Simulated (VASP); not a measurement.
Output of a VASP run:

**OUTCAR**
```
 ion  position               nearest neighbor table
   1  0.333  0.667  0.499-   3 1.99   3 1.99   3 1.99   4 2.00
   2  0.667  0.333  0.999-   4 1.99   4 1.99   4 1.99   3 2.00
   3  0.667  0.333  0.380-   1 1.99   1 1.99   1 1.99   2 2.00
   4  0.333  0.667  0.880-   2 1.99   2 1.99   2 1.99   1 2.00
  LATTYP: Found a hexagonal cell.
 ALAT       =     3.2663638209
 C/A-ratio  =     1.6099712483
 Subroutine PRICEL returns:
 Original cell was already a primitive cell.
 Subroutine GETGRP returns: Found 12 space group operations
The static configuration has the point symmetry C_3v.
 The point group associated with its full space group is C_6v.
The dynamic configuration has the point symmetry C_3v.
 Subroutine INISYM returns: Found 12 space group operations
 Subroutine IBZKPT returns following result:
 Found     36 irreducible k-points:

 Following reciprocal coordinates:
            Coordinates               Weight
  0.000000  0.000000  0.000000      1.000000
  0.111111  0.000000  0.000000      6.000000
  0.222222 -0.000000  0.000000      6.000000
  0.333333  0.000000  0.000000      6.000000
  0.444444 -0.000000  0.000000      6.000000
  0.111111  0.111111  0.000000      6.000000
  0.222222  0.111111  0.000000     12.000000
  0.333333  0.111111  0.000000     12.000000
  0.444444  0.111111  0.000000      6.000000
  0.222222  0.222222  0.000000      6.000000
  0.333333  0.222222  0.000000     12.000000
  0.333333  0.333333  0.000000      2.000000
  0.000000  0.000000  0.200000      2.000000
  0.111111  0.000000  0.200000     12.000000
  0.222222 -0.000000  0.200000     12.000000
  0.333333  0.000000  0.200000     12.000000
  0.444444 -0.000000  0.200000     12.000000
  0.111111  0.111111  0.200000     12.000000
  0.222222  0.111111  0.200000     24.000000
  0.333333  0.111111  0.200000     24.000000
  0.444444  0.111111  0.200000     12.000000
  0.222222  0.222222  0.200000     12.000000
  0.333333  0.222222  0.200000     24.000000
  0.333333  0.333333  0.200000      4.000000
  0.000000  0.000000  0.400000      2.000000
  0.111111  0.000000  0.400000     12.000000
  0.222222 -0.000000  0.400000     12.000000
  0.333333  0.000000  0.400000     12.000000
  0.444444 -0.000000  0.400000     12.000000
  0.111111  0.111111  0.400000     12.000000
  0.222222  0.111111  0.400000     24.000000
  0.333333  0.111111  0.400000     24.000000
  0.444444  0.111111  0.400000     12.000000
  0.222222  0.222222  0.400000     12.000000
  0.333333  0.222222  0.400000     24.000000
  0.333333  0.333333  0.400000      4.000000
   k-points           NKPTS =     36   k-points in BZ     NKDIM =     36   number of bands    NBANDS=     22
   number of dos      NEDOS =    601   number of ions     NIONS =      4
   total plane-waves  NPLWV =  23040
   dimension x,y,z NGX =    24 NGY =   24 NGZ =   40
   dimension x,y,z NGXF=    48 NGYF=   48 NGZF=   80
   ions per type =               2   2
   PREC   = accura    normal or accurate (medium, high low for compatibility)
   ISTART =      0    job   : 0-new  1-cont  2-samecut
   ICHARG =      2    charge: 1-file 2-atom 10-const
   ISPIN  =      1    spin polarized calculation?
   LNONCOLLINEAR =      F non collinear calculations
   LSORBIT =      F    spin-orbit coupling
   INIWAV =      1    electr: 0-lowe 1-rand  2-diag
   ENCUT  =  520.0 eV  38.22 Ry    6.18 a.u.   6.07  6.07  9.78*2*pi/ulx,y,z
   NELM   =    100;   NELMIN=  2; NELMDL= -5     # of ELM steps
   EDIFF  = 0.1E-06   stopping-criterion for ELM
   LREAL  =      F    real-space projection
   NLSPLINE    = F    spline interpolate recip. space projectors
   LMAXMIX     =    4 max onsite mixed and CHGCAR
   VOSKOWN=      0    Vosko Wilk Nusair interpolation
   EDIFFG = 0.1E-05   stopping-criterion for IOM
   NSW    =      0    number of steps for IOM
   NBLOCK =      1;   KBLOCK =      1    inner block; outer block
   IBRION =     -1    ionic relax: 0-MD 1-quasi-New 2-CG
...
```

OSZICAR:
```
       N       E                     dE             d eps       ncg     rms          rms(c)
DAV:   1     0.292803865159E+03    0.29280E+03   -0.18949E+04  1592   0.237E+03
DAV:   2     0.886356096343E+01   -0.28394E+03   -0.27471E+03  1746   0.446E+02
DAV:   3    -0.205438137518E+02   -0.29407E+02   -0.29221E+02  1860   0.154E+02
DAV:   4    -0.210895216338E+02   -0.54571E+00   -0.54520E+00  1740   0.224E+01
DAV:   5    -0.210937279150E+02   -0.42063E-02   -0.42062E-02  1854   0.187E+00    0.147E+01
DAV:   6    -0.177170538199E+02    0.33767E+01   -0.11979E+01  2726   0.734E+01    0.896E+00
DAV:   7    -0.178863798644E+02   -0.16933E+00   -0.26558E+00  1706   0.196E+01    0.536E+00
DAV:   8    -0.179121431753E+02   -0.25763E-01   -0.82803E-01  2394   0.916E+00    0.182E+00
DAV:   9    -0.178478603732E+02    0.64283E-01   -0.18931E-01  2518   0.793E+00    0.342E-01
DAV:  10    -0.178515593803E+02   -0.36990E-02   -0.56992E-02  1608   0.175E+00    0.151E-01
DAV:  11    -0.178515259582E+02    0.33422E-04   -0.16121E-03  2298   0.584E-01    0.390E-02
DAV:  12    -0.178515839479E+02   -0.57990E-04   -0.18032E-04  2222   0.290E-01    0.342E-02
DAV:  13    -0.178515787665E+02    0.51813E-05   -0.39853E-05  2010   0.138E-01    0.127E-02
DAV:  14    -0.178515794961E+02   -0.72957E-06   -0.16164E-05  1740   0.405E-02    0.509E-03
DAV:  15    -0.178515789202E+02    0.57591E-06   -0.19876E-06  2086   0.133E-02    0.156E-03
DAV:  16    -0.178515788538E+02    0.66371E-07   -0.14293E-07  1066   0.388E-03
   1 F= -.18729789E+02 E0= -.18729789E+02  d E =0.000000E+00
```

File OUTCAR:
```
------------------------ aborting loop because EDIFF is reached ----------------------------------------
 Edisp (eV)   -0.87821
  FORCE on cell =-STRESS in cart. coord.  units (eV):
  Direction    XX          YY          ZZ          XY          YZ          ZX
  --------------------------------------------------------------------------------------
  Total      -0.01816    -0.01816     0.02158    -0.00000     0.00000     0.00000
  in kB      -0.59889    -0.59889     0.71154    -0.00000     0.00000     0.00000
  external pressure =       -0.16 kB  Pullay stress =        0.00 kB
  volume of cell :       48.59
      direct lattice vectors                 reciprocal lattice vectors
     3.266363821  0.000000000  0.000000000     0.306150832  0.176756282  0.000000000
    -1.633181910  2.828753770  0.000000000     0.000000000  0.353512565  0.000000000
     0.000000000  0.000000000  5.258751838     0.000000000  0.000000000  0.190159192
  FREE ENERGIE OF THE ION-ELECTRON SYSTEM (eV)
  ---------------------------------------------------
  free  energy   TOTEN  =       -18.7297891273 eV

  energy  without entropy=      -18.7297891273  energy(sigma->0) =      -18.72978913

 total charge

# of ion       s       p       d       tot
------------------------------------------
    1        0.452   0.470   9.897  10.819
    2        0.452   0.470   9.897  10.819
    3        1.550   3.448   0.000   4.997
    4        1.550   3.448   0.000   4.997
--------------------------------------------------
tot          4.004   7.836  19.794  31.633
```
(Selected blocks of OUTCAR.)

**POSCAR**
```
ZnO
1
    3.2663638209     0.0000000000     0.0000000000
   -1.6331819104     2.8287537699     0.0000000000
    0.0000000000     0.0000000000     5.2587518381
Zn O
2 2
Direct
  0.3333330000   0.6666670000   0.4994519553
  0.6666670000   0.3333330000   0.9994519553
  0.6666670000   0.3333330000   0.3795580447
  0.3333330000   0.6666670000   0.8795580447
```

Question: Reconstruct the remaining input files.

Answer: This is not unique; one that fits is the input of the run itself, PBE GGA with D3 dispersion (Becke-Johnson damping), plane waves, VASP's PBE PAW potentials (set 64).

KPOINTS:
```
Automatic mesh
0
gamma
  9 9 5
0 0 0
```

INCAR:
```
ALGO = Normal
EDIFF = 1E-7
ENCUT = 520
GGA = PE
ISIF = 2
ISMEAR = -5
IVDW = 12
LASPH = T
LCHARG = T
LMAXMIX = 4
LORBIT = 11
LREAL = F
LWAVE = F
NEDOS = 601
NELM = 100
PREC = Accurate
SYSTEM = ZnO
```

POTCAR, in this order: Zn O (PBE.64 set). Program: vasp_std.

The structure comes from a measured ZnO entry (P6_3mc) of the Crystallography Open Database, whose conditions weren't checked. It was relaxed first.
